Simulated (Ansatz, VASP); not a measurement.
**Si: VASP beside Ansatz**

Wanted: the spread between two codes on one cell, functional and k mesh.

Calculated with Ansatz 0.2.0; plane waves, with VASP 6.6.1 beside it; single point at PBE.

### Step 1. Set-up

It takes space group Fd-3m (No. 227, cubic). The conventional cell has a = 5.444 Å, b = 5.444 Å, c = 5.444 Å, α = 90.00°, β = 90.00°, γ = 90.00°. Si has 4 Si at 2.36 Å nearest.

As a file:

```xyz
2
Lattice="0.0000 2.7219 2.7219 2.7219 0.0000 2.7219 2.7219 2.7219 0.0000" Properties=species:S:1:pos:R:3 pbc="T T T"
Si    2.7219    2.7219    2.7219
Si    4.0828    4.0828    4.0828
```

### Step 2. VASP: single point, PBE

With cell and atoms fixed, the geometry can't cause a difference; cores, projectors, grids and the points listed under the comparison can.

Lines of VASP's logs that name or quote its potential files are left out, and so is its time.

Contents of INCAR:

```
SYSTEM = Si
PREC = Accurate
ENCUT = 400
EDIFF = 1E-07
NELM = 100
ISMEAR = 0
SIGMA = 0.01
LREAL = .FALSE.
ALGO = Normal
GGA = PE
NBANDS = 10
LORBIT = 11
LWAVE = .FALSE.
LCHARG = .FALSE.
KPAR = 2
```

Contents of POSCAR:

```
Si
1.0
    0.0000000000      2.7218511865      2.7218511865
    2.7218511865      0.0000000000      2.7218511865
    2.7218511865      2.7218511865      0.0000000000
Si
2
Direct
    0.5000000000      0.5000000000      0.5000000000
    0.7500000000      0.7500000000      0.7500000000
```

Contents of KPOINTS:

```
Automatic mesh
0
Gamma
7 7 7
0 0 0
```

PAW data sets: Si (PBE family, release 64).

The run is started by

```console
$ mpirun -np 2 vasp_std
```

Numbers of over 12 decimals in the logs are rounded to 6 here.

What it wrote:

```text
[banner, memory and clock lines left out]
running    2 mpi-ranks, on    1 nodes
 distrk:  each k-point on    1 cores,    2 groups
 distr:  one band on    1 cores,    1 groups

 POSCAR found type information on POSCAR Si
 POSCAR found :  1 types and       2 ions
 LDA part: xc-table for (Slater+PW92), standard interpolation
 POSCAR, INCAR and KPOINTS ok, starting setup
 FFT: planning ... GRIDC
 FFT: planning ... GRID_SOFT
 FFT: planning ... GRID
 WAVECAR not read
 entering main loop
       N       E                     dE             d eps       ncg     rms          rms(c)
DAV:   1     0.444995731279E+01    0.44500E+01   -0.28709E+03   400   0.520E+02
DAV:   2    -0.105428479951E+02   -0.14993E+02   -0.14303E+02   572   0.769E+01
DAV:   3    -0.110124506389E+02   -0.46960E+00   -0.46853E+00   494   0.120E+01
DAV:   4    -0.110157350075E+02   -0.32844E-02   -0.32839E-02   498   0.128E+00
DAV:   5    -0.110157639714E+02   -0.28964E-04   -0.28963E-04   492   0.106E-01    0.484E+00
DAV:   6    -0.108929908853E+02    0.12277E+00   -0.73073E-02   448   0.119E+00    0.295E+00
DAV:   7    -0.108366918009E+02    0.56299E-01   -0.14045E-01   470   0.176E+00    0.181E-01
DAV:   8    -0.108379044529E+02   -0.12127E-02   -0.50273E-03   454   0.415E-01    0.799E-02
DAV:   9    -0.108381088102E+02   -0.20436E-03   -0.19966E-04   526   0.912E-02    0.586E-02
DAV:  10    -0.108381337020E+02   -0.24892E-04   -0.23963E-05   470   0.299E-02    0.623E-03
DAV:  11    -0.108381340623E+02   -0.36023E-06   -0.14807E-06   518   0.687E-03    0.292E-03
DAV:  12    -0.108381342966E+02   -0.23438E-06   -0.46809E-07   432   0.449E-03    0.123E-03
DAV:  13    -0.108381343172E+02   -0.20526E-07   -0.28395E-09   248   0.392E-04
   1 F= -.10838134E+02 E0= -.10838134E+02  d E =-.639665E-49
```

From OUTCAR (step 2):

```text
ion  position               nearest neighbor table
   1  0.500  0.500  0.500-   2 2.36   2 2.36   2 2.36   2 2.36
   2  0.750  0.750  0.750-   1 2.36   1 2.36   1 2.36   1 2.36

  LATTYP: Found a face centered cubic cell.
 ALAT       =     5.4437023730

 Subroutine GETGRP returns: Found 48 space group operations
 (whereof 24 operations were pure point group operations)

The static configuration has the point symmetry T_d .
 The point group associated with its full space group is O_h .

 Found     20 irreducible k-points:

   k-points           NKPTS =     20   k-points in BZ     NKDIM =     20   number of bands    NBANDS=     10

   dimension x,y,z NGX =    28 NGY =   28 NGZ =   28
   dimension x,y,z NGXF=    56 NGYF=   56 NGZF=   56

   ENCUT  =  400.0 eV  29.40 Ry    5.42 a.u.   6.28  6.28  6.28*2*pi/ulx,y,z

   NELECT =       8.0000    total number of electrons

 k-points in reciprocal lattice and weights: Automatic mesh
   0.00000000  0.00000000  0.00000000       0.003
   0.14285714  0.00000000  0.00000000       0.023
   0.28571429  0.00000000  0.00000000       0.023
   0.42857143  0.00000000  0.00000000       0.023
   0.14285714  0.14285714  0.00000000       0.017
   0.28571429  0.14285714  0.00000000       0.070
   0.42857143  0.14285714  0.00000000       0.070
  -0.42857143  0.14285714  0.00000000       0.070
  -0.28571429  0.14285714  0.00000000       0.070
[...]
-0.42857143  0.42857143  0.14285714       0.070
  -0.28571429  0.42857143  0.14285714       0.070

 average (electrostatic) potential at core
       1 -83.3230       2 -83.3230

 E-fermi :   5.8589

 k-point     1 :       0.0000    0.0000    0.0000
  band No.  band energies     occupation
      1      -6.1518      2.00000
      2       5.7572      2.00000
      3       5.7572      2.00000
      4       5.7572      2.00000
      5       8.3187      0.00000
      6       8.3187      0.00000
      7       8.3187      0.00000
      8       9.0484      0.00000
      9      13.4740      0.00000
    ...

 k-point     2 :       0.1429    0.0000    0.0000
  band No.  band energies     occupation
      1      -5.8873      2.00000
      2       3.8306      2.00000
      3       5.4028      2.00000
      4       5.4028      2.00000
      5       8.1783      0.00000
      6       8.8367      0.00000
      7       8.8367      0.00000
      8      10.7258      0.00000
      9      12.9186      0.00000
    ...

 k-point     3 :       0.2857    0.0000    0.0000
  band No.  band energies     occupation
      1      -5.1253      2.00000
      2       1.2228      2.00000
      3       4.8900      2.00000
      4       4.8900      2.00000
      5       7.6395      0.00000
      6       9.2892      0.00000
      7       9.2892      0.00000
      8      13.1711      0.00000
      9      13.2076      0.00000
    ...

  Total        0.3199918      0.3199918      0.3199918      0.0000000     -0.0000000      0.0000000
  in kB       12.7123649     12.7123649     12.7123649      0.0000000     -0.0000000      0.0000000
  external PRESSURE =      12.7123649 kB  Pullay stress =       0.0000000 kB

  energy-cutoff  :      400.00
  volume of cell :       40.33
      direct lattice vectors                 reciprocal lattice vectors
     0.000000000  2.721851186  2.721851186    -0.183698507  0.183698507  0.183698507
     2.721851186  0.000000000  2.721851186     0.183698507 -0.183698507  0.183698507
     2.721851186  2.721851186  0.000000000     0.183698507  0.183698507 -0.183698507

 POSITION                                       TOTAL-FORCE (eV/Angst)
 -----------------------------------------------------------------------------------
      2.72185      2.72185      2.72185        -0.000000     -0.000000     -0.000000
      4.08278      4.08278      4.08278         0.000000      0.000000      0.000000
 -----------------------------------------------------------------------------------
    total drift:                               -0.000000      0.000000     -0.000000

  FREE ENERGIE OF THE ION-ELECTRON SYSTEM (eV)
  ---------------------------------------------------
  free  energy   TOTEN  =       -10.8381343172 eV

  energy  without entropy=      -10.8381343172  energy(sigma->0) =      -10.83813432

 total charge
# of ion       s       p       d       tot
------------------------------------------
    1        0.750   0.939   0.000   1.689
    2        0.750   0.939   0.000   1.689
--------------------------------------------------
tot          1.500   1.878   0.000   3.377

[... 3 further parts left out ...]
```

The run ends at a pressure of 1.27 GPa.

### Step 3. Ansatz: single point, PBE

Ansatz runs on its default PAW (the set named soft_2) files.

The same cell, functional, mesh and smearing now go to Ansatz, which takes its cutoff from its data sets.

Contents of input.yaml:

```yaml
crystal:
  lattice:
    - [0.0, 2.7218511865, 2.7218511865]
    - [2.7218511865, 0.0, 2.7218511865]
    - [2.7218511865, 2.7218511865, 0.0]
  atoms:
    - { symbol: Si, position: [0.5, 0.5, 0.5] }
    - { symbol: Si, position: [0.75, 0.75, 0.75] }
hamiltonian:
  xc: pbe
  pseudopotentials: { kind: paw }
kpoints:
  mp_grid: { grid: [7, 7, 7] }
scf:
  occupations: { method: gaussian, width: 0.01 }
  n_extra_bands: 4
output:
  forces: true
  stress: true
  eigenvalues: true
```

The run is started by

```console
$ ansatz run input.yaml --threads 2 --pin off --max-ram 4608MiB --backend cpu --events-out ev --progress --plain --runs-dir out
```

What it wrote:

```text
scf.n_extra_bands = 4 over 4 filled bands (N_el = 8.0): the run solves 8 bands
Engine: ansatz 0.2.0, aarch64-unknown-linux-gnu
Pseudopotentials: kind: paw
Pseudopotential: Si, paw, valence charge 4, recommended cutoff 420 eV (normal), Si.paw.azcp
Functional definition: PBE
  parameter kappa = 0.804
  parameter beta = 0.066725
  exchange = pbe_x(kappa = kappa, mu = beta*pi^2/3)
  correlation = pbe_c(beta = beta)
Crystal: 2 atoms, lattice volume = 40.330 Å³
Basis set: ecut = 420 eV, 749 PW (Γ), exchange–correlation on 54×54×54 points (8 copies of the dense FFT grid, shifted against one another)
Bands: 8, of which v1, the nominal top of the filled ones, is band 4 counted from 1 (3 counted from 0)
Symmetry: 48 space group operations
Space group: Fd-3m (ITA 227), of the structure as read, at distance tolerance 3.4e-5 Å
k-points: 20 of 343
Non-local potential: Si, projectors of the file, l = 0: 2, l = 1: 2, l = 2: 2
PAW form: soft (Blöchl's): semilocal exchange-correlation on the pseudo side does not see the compensation charge
PAW one-centre angular grid: Si, 110 points (default); XC on 64 Gauss nodes
Initial density: superposition of atomic densities (neutral atoms: chi_scale 0, normalization atom), corrected by the library's trained network
Initial wavefunctions: pseudopotential atomic-orbital guess
Functional: x = pbe(κ = 0.804, μ = 0.219515), c = pbe(β = 0.066725)
SCF iter   1: F=—  HF=-1271.608044 eV  |F-HF|=—  |Δ(HF+E_count)|=         —  Δρ=1.08e-3  dr2=2.44e-4  ethr=1.77e-3  ⟨swp⟩=6.0  Hψ=1457  notcnv=0
preconditioner: auto → none  [insulator: Δε(μ)=0.584 eV  Ē_g=9.447 eV  σ=0.010 eV  W_gap=1.00  n_scr=8 (ndim 8)  ℏωp=16.5 eV  f_vac=0.000  D(μ)=0.00/eV (n_scr^D=0)  ε∞_Penn≈4.1]
SCF iter   2: F=—  HF=-1271.608451 eV  |F-HF|=—  |Δ(HF+E_count)|=   4.06e-4  Δρ=4.41e-4  dr2=3.87e-5  ethr=3.04e-6  ⟨swp⟩=2.1  Hψ=476  notcnv=0
SCF iter   3: F=—  HF=-1271.608497 eV  |F-HF|=—  |Δ(HF+E_count)|=   4.66e-5  Δρ=9.63e-5  dr2=2.33e-6  ethr=4.84e-7  ⟨swp⟩=2.6  Hψ=246  notcnv=0
SCF iter   4: F=—  HF=-1271.608499 eV  |F-HF|=—  |Δ(HF+E_count)|=   1.53e-6  Δρ=2.58e-5  dr2=2.08e-7  ethr=2.91e-8  ⟨swp⟩=2.0  Hψ=240  notcnv=0
iter 5 did not close the SCF: its close was put off for the readings that it lacked (scf_convergence_deferred on its scf_iter line)
SCF iter   5: F=-1271.608499 eV  HF=-1271.608499 eV  |F-HF|=8.02e-10  |Δ(HF+E_count)|=   3.75e-8  Δρ=3.12e-6  dr2=1.98e-9  ethr=2.61e-9  ⟨swp⟩=2.0  Hψ=240  notcnv=0
SCF iter   6: F=-1271.608499 eV  HF=-1271.608499 eV  |F-HF|=1.23e-11  |Δ(HF+E_count)|=   1.15e-9  Δρ=5.57e-7  dr2=7.86e-11  ethr=2.47e-11  ⟨swp⟩=1.0  Hψ=487  notcnv=0
SCF 1 converged in 6 iterations: F = -1271.608499 eV  dr2 = 7.86e-11
  greatest PAW one-centre occupation: 0.633 electrons in one spin orbital (limit 2), on the Si atom at site 1 (counted from 0), in its partial waves of l = 0
SCF converged after 6 iterations
Free energy (F): -1271.608499 eV
Harris-Foulkes:  -1271.608499 eV  (|F-HF|=1.23e-11)
Internal energy: -1271.608499 eV  (E = F + TS)
E sigma→0 (E₀):  -1271.608499 eV
Fermi energy:    6.449451 eV
--- Per-component energies (eV) ---
  E_band       = 8.922351
  E_kinetic    = 80.655804
  E_local      = -55.296879  (includes V_loc(G=0)·N_el)
  E_nonlocal   = 51.921664
  E_hartree    = 15.027070
  E_xc         = -110.334444
  E_vxc        = -93.433611  (∫ρ·V_xc dr)
  E_paw        = -1025.595766  (= ΣΔE_a)
  E_vpaw       = -4.978820  (= ΣTr[D̂ρ^β])
  E_aug_tail   = 0.000012  (compensation charges beyond the density's cutoff)
  E_ewald      = -227.985960
  E_smearing   = -0.000000  (= −TS)
  E_closure    = 0.000000  (closes the sum)
  Σ components = -1271.608499   (vs F -1271.608499, Δ=0.00e0)
--- Forces (eV/Å), atoms counted from 1 ---
  atom   1  Si     0.00000000     0.00000000     0.00000000
  atom   2  Si     0.00000000    -0.00000000     0.00000000
  max |Σ_I F_I| component: 1.85e-17 eV/Å
--- Stress (GPa, compression-positive) ---
        1.358799       0.000000      -0.000000
        0.000000       1.358799       0.000000
       -0.000000      -0.000000       1.358799
  P = ⅓ Tr σ = 1.3588 GPa (13.588 kbar)
--- Band table (eV; the first three rows and the last of 20) ---
  k-point 0: bands = ["-5.7551", "6.1579", "6.1579", "6.1579", "8.7143", "8.7143", "8.7143", "9.4398"]
  k-point 1: bands = ["-5.4906", "4.2293", "5.8028", "5.8028", "8.5734", "9.2326", "9.2326", "11.1197"]
  k-point 2: bands = ["-4.7286", "1.6208", "5.2894", "5.2894", "8.0349", "9.6859", "9.6859", "13.5652"]
  k-point 19: bands = ["-2.0408", "-0.9705", "1.9490", "3.0840", "8.8936", "10.9923", "11.7797", "11.9253"]
```

Elapsed: 0.57 s, on 2 threads of Arm Neoverse V1, shared host; peak memory 0.26 GiB; 0.78 s of CPU time.

The run ends at a pressure of 1.36 GPa.

### Step 4. Differences

Known differences besides the potentials themselves: the cutoff is 420 eV in Ansatz and 400 eV in VASP; VASP leaves aspherical gradient terms in its spheres out (LASPH is not set), Ansatz keeps them. Total energies have different zeros and are not compared.

The two programs side by side:

```tsv
quantity	Ansatz	VASP	difference
pressure (GPa)	1.36	1.27	+0.09
gap on the k mesh (eV)	0.583	0.586	-0.003
```

A gap on the mesh is an upper bound, since the band edges may lie between its points. Ansatz's pressure holds a Pulay correction of 0.02 GPa; VASP's holds none.

### Step 5. Summary of results

```yaml
difference_in_gap_on_the_k_mesh_single_point_pbe: -0.0025 eV
```

**Reading.** The difference in gap on the k mesh is -0.0025 eV (single point, PBE), within the 0.08 eV picked in this series as the mark of a large difference. How closely two codes agree says nothing of how well the functional describes the real material.

[Lines on the potential files, build, host, timing and source positions are cut from VASP's logs without a mark.]

[Logs are printed without paths, hosts, clocks, repeated set-up lines and the standing remarks that a program may print on its own settings, such as how far it seeks lower states.]

[Hosts, paths, dates, database ids (printed as entryN), source tags and the programs' standing remarks are cut or masked in the printed files.]
